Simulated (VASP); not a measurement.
Write the native input for VASP 6.6.1 that does the following.

- Task: relaxation of cell and atoms
- Functional: PBE
- Potentials or basis: VASP PAW PBE potentials, release 64 (Cr_pv, C)
- Cutoff: 600 eV
- k mesh: 6 × 6 × 6
- Occupations: gaussian, width 0.1 eV
- Spin: collinear spin, typed start
- Starting moments: [3.0, 0.0, 0.0, 0.0] μB
- Dipole correction: no
- Further INCAR settings: ALGO = Fast; EDIFF = 1e-06; IBRION = 2; EDIFFG = -0.04; NSW = 90; ISIF = 3

The structure of CrC3 lies in POSCAR:

```
CrC3
1.0
    3.6016386500      0.0000000000      0.0000000000
    0.0000000000      3.6016386500      0.0000000000
    0.0000000000      0.0000000000      3.6016386500
Cr C
1 3
Direct
    0.0000000000      0.0000000000      0.0000000000
    0.0000000000      0.5000000000      0.5000000000
    0.5000000000      0.0000000000      0.5000000000
    0.5000000000      0.5000000000      0.0000000000
```

The cell was built by a generator and needn't be a form met in nature.

The cell isn't the ideal one: species swapped into the VPt3 type (Pm-3m, No. 221).

These files were run (other wordings do the same):

INCAR

```
PREC     = Accurate       # precision mode
ENCUT    = 600            # plane-wave cutoff, eV
EDIFF    = 1E-6           # SCF threshold, eV
ISMEAR   = 0              # smearing method
SIGMA    = 0.1            # smearing width, eV
LREAL    = False          # projectors in reciprocal space
LASPH    = True           # aspherical terms in the spheres
NELM     = 150            # most SCF steps
ALGO     = Fast           # electronic algorithm
ISIF     = 3              # what is computed and relaxed
LWAVE    = False          # write WAVECAR
LCHARG   = False          # write CHGCAR
ISPIN    = 2              # spin polarisation
MAGMOM   = 3 0 0 0        # initial moments
LORBIT   = 11             # projections on sites
LMAXMIX  = 4              # l up to which the mixer works
GGA      = PE             # functional
IBRION   = 2              # ionic algorithm
NSW      = 90             # ionic steps
EDIFFG   = -0.04          # ionic threshold
```

KPOINTS

```
Automatic mesh
0
Gamma
  6 6 6
```

Potentials or basis: VASP PAW PBE potentials, release 64 (Cr_pv, C).

Command:

```console
$ cat potpaw_PBE.64/Cr_pv/POTCAR potpaw_PBE.64/C/POTCAR > POTCAR
$ mpirun -np 1 vasp_std > vasp.out
```

It gave:

```
Relaxed volume                                        : 7.56 Å³/atom
Relaxed cell                                          : a = 3.115 Å, b = 3.115 Å, c = 3.115 Å, α = 90.00°, β = 90.00°, γ = 90.00°
Space group after relaxing (to 0.05 Å)                : Pm-3m (No. 221)
Energy gained by relaxing                             : 767.5 meV/atom
Ionic steps                                           : 6
Pressure after relaxing                               : -0.4 GPa
Band gap on the k mesh                                : none (metal or under the smearing width)
Net moment                                            : 1.44 μB per cell
Site moments                                          : Cr +1.45; C -0.01 μB
Valence electrons inside the program's atomic spheres : Cr 10.99; C 2.19
```

Caveat: the volume moved by over 15 % at a fixed basis, so the end points are rough.

It took 8.2 min on 1 thread of Intel(R) Xeon(R) Platinum 8488C (Sapphire Rapids), on a shared host, peak memory 0.22 GiB.
